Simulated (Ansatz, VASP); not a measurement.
**PIr in VASP and in Ansatz**

The input INCAR:

```
SYSTEM = PIr
  ALGO = Normal
  EDIFF = 1E-8
  ENCUT = 520
  GGA = PE
  ISIF = 2
  ISMEAR = -1
  LASPH = .True.
  LCHARG = .False.
  LEFG = .True.
  LREAL = .False.
  LWAVE = .False.
  NBANDS = 14
  NELM = 100
  PREC = Accurate
  SIGMA = 0.05
```

File KPOINTS:

```
k-points
0
Gamma
  13 13 13
  0 0 0
```

The input POSCAR:

```
PIr
1.0
    0.0000000000      2.5131446725      2.5131446725
    2.5131446725      0.0000000000      2.5131446725
    2.5131446725      2.5131446725      0.0000000000
Ir P
1 1
Direct
    0.0000000000      0.0000000000      0.0000000000
    0.5000000000      0.5000000000      0.5000000000
```

Input for Ansatz:

```yaml
crystal:
  lattice:
    - [0.0, 2.5131446725, 2.5131446725]
    - [2.5131446725, 0.0, 2.5131446725]
    - [2.5131446725, 2.5131446725, 0.0]
  atoms:
    - { symbol: Ir, position: [0.0, 0.0, 0.0] }
    - { symbol: P, position: [0.5, 0.5, 0.5] }
kpoints:
  mp_grid: { grid: [13, 13, 13] }
scf:
  occupations: { method: fermi_dirac, width: 0.05 }
hamiltonian:
  xc: pbe
  pseudopotentials: { kind: paw }
output:
  forces: true
  stress: true
  eigenvalues: true
  efg: { contact_densities: true }
```

Change from the starting cell: volume scaled by 1.06, PAW files.

Alike in both runs: task electric field gradients; functional PBE; k mesh 13 × 13 × 13; occupations fermi-dirac, width 0.05 eV; no spin polarisation.

```csv
,VASP,Ansatz
version,VASP 6.6.1,Ansatz 0.2.0
potentials or method,"VASP PAW PBE potentials, release 64 (Ir, P)","PAW with Ansatz's default frozen-core files, scalar-relativistic"
plane-wave cutoff (eV),520,420
valence electrons in the cell,14,22
```

VASP gave:

- pressure (GPa): -10.2
- Vzz of the field gradient on the site that differs most (V/Å²): 0.0

Task: What did Ansatz give for the same quantities?

Result: Pressure (GPa): -10.5; Vzz of the field gradient on the site that differs most (V/Å²): 0.0.

The two sets of potentials don't hold the same shells in valence. Ansatz warned: «gradients_without_spin_orbit».

Spin-orbit coupling is left out, which matters for the levels of Ir.
